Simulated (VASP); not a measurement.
Calculation: LDA (Ceperley-Alder, Perdew-Zunger), VASP's LDA PAW potentials (set 64) (plane waves; VASP).

VASP ran on this input.

### KPOINTS
```
Automatic mesh
0
Gamma
6 6 4
0 0 0
```

INCAR:
```
ALGO=Normal
EDIFF=1E-6
EDIFFG=-0.02
ENCUT=500
IBRION=2
ISIF=3
ISMEAR=0
LASPH=.TRUE.
LCHARG=.FALSE.
LMAXMIX=4
LREAL=.FALSE.
LWAVE=.FALSE.
NELM=100
NSW=40
PREC=Accurate
SIGMA=0.05
SYSTEM=Te
```

### POSCAR
```
Te
1
    2.1440284980    -3.7135660247     0.0000000000
    2.1440284980     3.7135660247    -0.0000000000
   -0.0000000000     0.0000000000     5.9407370488
Te
3
Direct
  1.0000000000   0.2835722717   0.6666670000
  0.7164277283   0.7164277283   0.0000000000
  0.2835722717   1.0000000000   0.3333330000
```

POTCAR, in this order: Te (LDA.64 set). Program: vasp_std.

Unless said otherwise, spin-orbit coupling is left out, though it shifts the bands of the heavy elements here.

Problem. What does the run give for the energy per atom (σ→0), volume per atom, band gap (on the k-mesh)?

Solution. 
| Quantity | Value |
|---|---|
| energy per atom (σ→0) | -3800 meV/atom |
| band gap (on the k-mesh) | none (metal, semimetal or under 0.01 eV) |
| volume per atom | 31.52 Å^3/atom |

**OSZICAR**
```
...
   1 F= -.11399709E+02 E0= -.11399214E+02  d E =-.113997E+02
       N       E                     dE             d eps       ncg     rms          rms(c)
DAV:   1    -0.113998246781E+02   -0.11426E-03   -0.36685E-03   624   0.338E-01    0.507E-02
DAV:   2    -0.113998196488E+02    0.50292E-05   -0.15212E-04   699   0.788E-02    0.149E-02
DAV:   3    -0.113998120473E+02    0.76015E-05   -0.96754E-06   689   0.184E-02    0.899E-03
DAV:   4    -0.113998105778E+02    0.14695E-05   -0.19162E-06   352   0.784E-03    0.783E-03
DAV:   5    -0.113998103609E+02    0.21692E-06   -0.72867E-07   312   0.533E-03
   2 F= -.11399810E+02 E0= -.11399323E+02  d E =-.100867E-03
```

The compound is Te in the trig structure. This run relaxes it. Symmetry was kept, so distortions that lower it aren't found.
